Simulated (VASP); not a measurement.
Wanted: the native input for a VASP 6.6.1 run.

```
Task                   : single point
Functional             : r2SCAN
Potentials or basis    : VASP PAW PBE potentials, release 64 (Mg, Cd, S)
Cutoff                 : 520 eV
k mesh                 : 8 × 8 × 8
Occupations            : gaussian, width 0.03 eV
Spin                   : no spin polarisation
Further INCAR settings : ALGO = Normal; EDIFF = 1e-06
```

The structure of MgCd2S3 lies in POSCAR:

```
MgCd2S3
1.0
   -2.0719800000      6.2046100000      2.9210900000
    2.0719800000     -6.2046100000      2.9210900000
    2.0719800000      6.2046100000     -2.9210900000
Mg Cd S
1 2 3
Direct
    0.9976190000      0.9976190000      0.0000000000
    0.6663280000      0.0011380000      0.6651900000
    0.3359480000      0.0011380000      0.3348100000
    0.7663240000      0.2663240000      0.5000000000
    0.0802850000      0.2420180000      0.8382680000
    0.4037500000      0.2420180000      0.1617320000
```

The cell was built by a generator and needn't be a form met in nature.

The input as run:

INCAR

```
SYSTEM = MgCd2S3
ALGO     = Normal         ! electronic algorithm
EDIFF    = 1E-6           ! SCF threshold, eV
ENCUT    = 520            ! plane-wave cutoff, eV
ISIF     = 2              ! what is computed and relaxed
ISMEAR   = 0              ! smearing method
KPAR     = 8            
LASPH    = .TRUE.         ! aspherical terms in the spheres
LCHARG   = .FALSE.        ! write CHGCAR
LMIXTAU  = .TRUE.       
LREAL    = .FALSE.        ! projectors in reciprocal space
LWAVE    = .FALSE.        ! write WAVECAR
METAGGA  = R2SCAN         ! meta-GGA
NELM     = 150            ! most SCF steps
PREC     = Accurate       ! precision mode
SIGMA    = 0.03           ! smearing width, eV
```

KPOINTS

```
k-points
0
G
  8 8 8
  0 0 0
```

Potentials or basis: VASP PAW PBE potentials, release 64 (Mg, Cd, S).

Run with:

```console
$ cat potpaw_PBE.64/Mg/POTCAR potpaw_PBE.64/Cd/POTCAR potpaw_PBE.64/S/POTCAR > POTCAR
$ mpirun -np 8 vasp_std > vasp.out
```

Results of the run:

```
Pressure               : -1.3 GPa
Largest force          : 0.019 eV/Å
Band gap on the k mesh : 2.16 eV, direct
```

Caveat: the PAW data sets were made with another functional, which shifts forces and pressure a little.

Wall time 15 min on 8 MPI ranks on AMD EPYC 7R43 64-Core Processor (Zen 3), on a shared host, peak memory 0.65 GiB a rank.
